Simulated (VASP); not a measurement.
Here is the system:

```
CELL_PARAMETERS angstrom
      3.80824     0.00000     0.00000
      0.00000     3.80824     0.00000
      0.00000     0.00000     3.80824
ATOMIC_POSITIONS crystal
  W  0.00000 0.00000 0.00000
  O  0.00000 0.00000 0.50000
  O  0.50000 0.00000 0.00000
  O  0.00000 0.50000 0.00000
```

Computed with PBEsol GGA, VASP's PBE PAW potentials (set 64) (plane waves; VASP). Run with 520 eV cut-off, Gaussian smearing of 0.050 eV, potentials W_sv O.

Unless said otherwise, spin-orbit coupling is left out, though it shifts the bands of the heavy elements here.

Problem. Give the energies of bands 8 to 19 at the high-symmetry points, in eV from the valence-band maximum.

Solution. 
```
band      Γ      X      M      R
----  -----  -----  -----  -----
8     -3.15  -7.05  -7.17  -7.16
9     -3.15  -3.60  -6.87  -7.16
10    -3.15  -3.60  -5.54  -6.64
11    -1.20  -2.72  -3.54  -5.44
12    -1.20  -2.72  -3.54  -5.44
13    -1.20  -2.49  -2.27  -5.44
14    -1.07  -1.50  -1.94   0.00
15    -1.07  -1.09  -1.94   0.00
16    -1.07  -1.09  -0.01   0.00
17     0.54   0.60   4.09   5.48
18     0.54   4.07   4.09   5.48
19     0.54   4.07   5.45   5.48
```

The gap is indirect, 0.54 eV, from the valence maximum at R to the conduction minimum at Γ.

The structure comes from a computed database's WO3 entry (Pm-3m); how it stands against other phases isn't given here. It was relaxed first.
